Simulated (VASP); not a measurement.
Write the native input for VASP 6.6.1 that does the following.

```
Task                   : single point
Functional             : PBE
Potentials or basis    : VASP PAW PBE potentials, release 64 (Ti, K_pv, Mg)
Cutoff                 : 500 eV
k mesh                 : 5 × 5 × 5
Occupations            : gaussian, width 0.1 eV
Spin                   : no spin polarisation
Further INCAR settings : ALGO = Normal; EDIFF = 1e-07
```

The structure of KMg6Ti lies in POSCAR:

```
KMg6Ti
1.0
    5.2809240000      0.0000000000      0.0000000000
    0.0000000000      3.3253510000      5.6397100000
    0.0000000000     -3.3253510000      5.6397100000
Ti K Mg
1 1 6
Cartesian
    0.0000000000      0.0000000000     10.3334827211
    2.6404620000      0.0000000000      6.5834252331
    2.6404620000      0.0000000000      0.8642404398
    2.6404620000     -1.7841605481      3.8361251023
    2.6404620000      1.7841605481      3.8361251023
    0.0000000000      0.0000000000      4.5829524196
    0.0000000000     -1.7397338587      7.5406701306
    0.0000000000      1.7397338587      7.5406701306
```

The cell comes from a database or a generator and needn't be the stable form of this composition.

These files were run (other wordings do the same):

INCAR

```
PREC     = Accurate       # precision mode
ENCUT    = 500            # plane-wave cutoff, eV
EDIFF    = 1E-7           # SCF threshold, eV
ISMEAR   = 0              # smearing method
SIGMA    = 0.1            # smearing width, eV
LREAL    = False          # projectors in reciprocal space
LASPH    = True           # aspherical terms in the spheres
NELM     = 100            # most SCF steps
ALGO     = Normal         # electronic algorithm
ISIF     = 2              # what is computed and relaxed
LWAVE    = False          # write WAVECAR
LCHARG   = True           # write CHGCAR
GGA      = PE             # functional
LELF     = True           # ELF
LVHAR    = True
```

KPOINTS

```
regular mesh
0
Gamma
  5 5 5
```

Potentials or basis: VASP PAW PBE potentials, release 64 (Ti, K_pv, Mg).

Command:

```sh
$ cat potpaw_PBE.64/Ti/POTCAR potpaw_PBE.64/K_pv/POTCAR potpaw_PBE.64/Mg/POTCAR > POTCAR
$ mpirun -np 1 vasp_std > vasp.out
```

It gave:

The pressure is -0.5 GPa and the largest force is 0.086 eV/Å. The band gap on the k mesh is none (metal or under the smearing width).

Wall time 71 s on 1 thread of AMD EPYC 9R45 96-Core Processor (Zen 5) (shared host), peak memory 0.32 GiB.
